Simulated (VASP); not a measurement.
All values below come from PBEsol GGA, VASP's PBE PAW potentials (set 64) (plane waves; VASP).

VASP ran on this input.

**POSCAR**
```
LaIn5Rh
1
    4.6425540000     0.0000000000     0.0000000000
    0.0000000000     4.6425540000     0.0000000000
    0.0000000000     0.0000000000     7.5303380000
La In Rh
1 5 1
Direct
  0.0000000000   0.0000000000   0.0000000000
  0.5000000000   0.5000000000   0.0000000000
  0.5000000000   0.0000000000   0.6922300000
  0.5000000000   0.0000000000   0.3077700000
  0.0000000000   0.5000000000   0.6922300000
  0.0000000000   0.5000000000   0.3077700000
  0.0000000000   0.0000000000   0.5000000000
```

### KPOINTS
```
Automatic mesh
0
Gamma
5 5 3
0 0 0
```

### INCAR
```
GGA = PS   # PBEsol
LWAVE = .FALSE.
LCHARG = .FALSE.
ISIF = 2   # forces and stress, cell fixed
SYSTEM = LaIn5Rh
LMAXMIX = 6   # l cut-off of mixed one-centre charges
EDIFF = 1E-6
ALGO = Normal
PREC = Accurate
LREAL = .FALSE.   # projection in real space or not
LASPH = .TRUE.   # aspherical one-centre terms
NELM = 100   # most electronic steps
ENCUT = 300
ISMEAR = -1
SIGMA = 0.05   # width (eV)
```

POTCAR, in this order: La In_d Rh_pv (PBE.64 set). Program: vasp_std.

The resulting files:

**OSZICAR**
```
       N       E                     dE             d eps       ncg     rms          rms(c)
DAV:   1     0.929301646466E+03    0.92930E+03   -0.30101E+04  1312   0.175E+03
DAV:   2     0.122260190754E+03   -0.80704E+03   -0.78134E+03  1302   0.489E+02
DAV:   3    -0.196049507583E+02   -0.14187E+03   -0.13406E+03  1540   0.221E+02
DAV:   4    -0.327603726251E+02   -0.13155E+02   -0.12479E+02  1880   0.658E+01
DAV:   5    -0.335104382068E+02   -0.75007E+00   -0.74623E+00  2362   0.139E+01    0.112E+01
DAV:   6    -0.321867281500E+02    0.13237E+01   -0.74875E+00  1872   0.191E+01    0.535E+00
DAV:   7    -0.321029201030E+02    0.83808E-01   -0.40695E+00  1834   0.124E+01    0.475E+00
DAV:   8    -0.318826742078E+02    0.22025E+00   -0.12224E+00  1864   0.649E+00    0.109E+00
DAV:   9    -0.318778768854E+02    0.47973E-02   -0.12867E-01  2330   0.232E+00    0.769E-01
DAV:  10    -0.318771411956E+02    0.73569E-03   -0.26849E-02  1752   0.982E-01    0.412E-01
DAV:  11    -0.318763577428E+02    0.78345E-03   -0.85962E-03  1874   0.630E-01    0.779E-02
DAV:  12    -0.318764278758E+02   -0.70133E-04   -0.80509E-04  2184   0.191E-01    0.676E-02
DAV:  13    -0.318764406336E+02   -0.12758E-04   -0.10164E-04  2244   0.635E-02    0.476E-02
DAV:  14    -0.318764481815E+02   -0.75479E-05   -0.61659E-05  1808   0.421E-02    0.252E-02
DAV:  15    -0.318764451570E+02    0.30245E-05   -0.15972E-05  1618   0.270E-02    0.527E-03
DAV:  16    -0.318764450847E+02    0.72389E-07   -0.21458E-06  1218   0.933E-03
   1 F= -.31876445E+02 E0= -.31863860E+02  d E =-.251711E-01
```

OUTCAR:
```
------------------------ aborting loop because EDIFF is reached ----------------------------------------
  FORCE on cell =-STRESS in cart. coord.  units (eV):
  Direction    XX          YY          ZZ          XY          YZ          ZX
  --------------------------------------------------------------------------------------
  Total        0.6178625      0.6178625      0.4997302      0.0000000     -0.0000000      0.0000000
  in kB        6.0992162      6.0992162      4.9330756      0.0000000     -0.0000000      0.0000000
  external PRESSURE =       5.7105026 kB  Pullay stress =       0.0000000 kB
  volume of cell :      162.30
      direct lattice vectors                 reciprocal lattice vectors
     4.642554000  0.000000000  0.000000000     0.215398679  0.000000000  0.000000000
     0.000000000  4.642554000  0.000000000     0.000000000  0.215398679  0.000000000
     0.000000000  0.000000000  7.530338000     0.000000000  0.000000000  0.132796164
 POSITION                                       TOTAL-FORCE (eV/Angst)
 -----------------------------------------------------------------------------------
      0.00000      0.00000      0.00000         0.000000      0.000000      0.000000
      2.32128      2.32128      0.00000         0.000000      0.000000      0.000000
      2.32128      0.00000      5.21273         0.000000      0.000000      0.212262
      2.32128      0.00000      2.31761        -0.000000      0.000000     -0.212262
      0.00000      2.32128      5.21273        -0.000000      0.000000      0.212262
      0.00000      2.32128      2.31761         0.000000      0.000000     -0.212262
      0.00000      0.00000      3.76517         0.000000      0.000000      0.000000
 -----------------------------------------------------------------------------------
    total drift:                                0.000000      0.000000      0.000000
  FREE ENERGIE OF THE ION-ELECTRON SYSTEM (eV)
  ---------------------------------------------------
  free  energy   TOTEN  =       -31.8764450847 eV

  energy  without entropy=      -31.8512740077  energy(sigma->0) =      -31.86385955
```
(Selected blocks of OUTCAR.)

At this cut-off the stress carries a Pulay error, which pulls relaxed volumes low.

The structure comes from a computed database's LaIn5Rh entry (P4/mmm); how it stands against other phases isn't given here. The cell was not relaxed at this level. The electron count is odd and the run is not spin-polarised, which forces a metal.
